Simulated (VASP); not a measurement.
Method: LDA (Ceperley-Alder, Perdew-Zunger), VASP's LDA PAW potentials (set 64) (plane waves; VASP).

VASP input:

**INCAR**
```
SYSTEM = SrAg2
PREC = Accurate
ENCUT = 300
EDIFF = 1E-6
NELM = 100
ALGO = Normal
LREAL = .FALSE.
LASPH = .TRUE.
ISMEAR = 0
SIGMA = 0.05
LMAXMIX = 4
LWAVE = .FALSE.
LCHARG = .FALSE.
ISIF = 2
```

**POSCAR**
```
SrAg2
1
   -2.4227100000     3.8777440000     4.1558760000
    2.4227100000    -3.8777440000     4.1558760000
    2.4227100000     3.8777440000    -4.1558760000
Sr Ag
2 4
Direct
  0.3000000000   0.0500000000   0.2500000000
  0.7000000000   0.9500000000   0.7500000000
  0.8900000000   0.3400000000   0.5500000000
  0.2900000000   0.3400000000   0.9500000000
  0.1100000000   0.6600000000   0.4500000000
  0.7100000000   0.6600000000   0.0500000000
```

### KPOINTS
```
Automatic mesh
0
G
 6 6 6
0 0 0
```

POTCAR, in this order: Sr_sv Ag (LDA.64 set). Program: vasp_std.

What will the output report for the number of irreducible k-points (NKPTS), largest plane-wave count, number of space-group operations, FFT grid (NGX, NGY, NGZ)?

| Quantity | Result |
|---|---|
| number of irreducible k-points (NKPTS) | 46 |
| largest plane-wave count | 1868 |
| number of space-group operations | 8 |
| FFT grid (NGX, NGY, NGZ) | 36 × 36 × 36 |

The structure comes from a measured SrAg2 entry of the Crystallography Open Database, whose conditions weren't checked. The cell was not relaxed at this level. The run is one of a series of settings (KPOINTS 6×6×6 Γ-centred mesh against the base run), some of them coarse on purpose.
